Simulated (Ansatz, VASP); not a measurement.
# Two plane-wave programs on MgBe2SeS2

```xyz
6
Lattice="4.2659 0.0000 0.0000 -2.1330 3.6944 0.0000 0.0000 0.0000 4.9994" Properties=species:S:1:pos:R:3 pbc="T T T"
Mg    0.0000    0.0000    2.4997
Be    2.1330    1.2315    2.4997
Be    0.0000    0.0000    0.0000
Se    0.0000    2.4629    0.0000
S     0.0000    2.4629    2.4997
S     2.1330    1.2315    0.0000
```

Alike in both runs: task single point; functional PBE; k mesh 6 × 6 × 4; occupations gaussian, width 0.1 eV; no spin polarisation.

|  | VASP | Ansatz |
| --- | --- | --- |
| version | VASP 6.6.1 | Ansatz 0.2.0 |
| potentials or method | VASP PAW PBE potentials, release 64 (Mg, Be, Se, S) | scalar-relativistic, plane waves, PAW |
| plane-wave cutoff (eV) | 520 | 420 |
| valence electrons in the cell | 24 | 42 |

|  | VASP | Ansatz | Ansatz less VASP |
| --- | --- | --- | --- |
| gap on the k mesh at the Fermi level (eV) | none | none | - |
| pressure (GPa) | 18.7 | 18.7 | -0.03 |
| largest component of the traceless stress (GPa) | 16.68 | 16.65 | -0.024 |

A gap of «none» marks a metal or a gap that the smearing closes. The functional is the same, so the differences come from potentials, cutoffs and numerics. The two sets of potentials don't hold the same shells in valence.

Caveats: so large a pressure means that the cell lies far from this level's equilibrium, or that cutoff or potentials fall short (VASP).
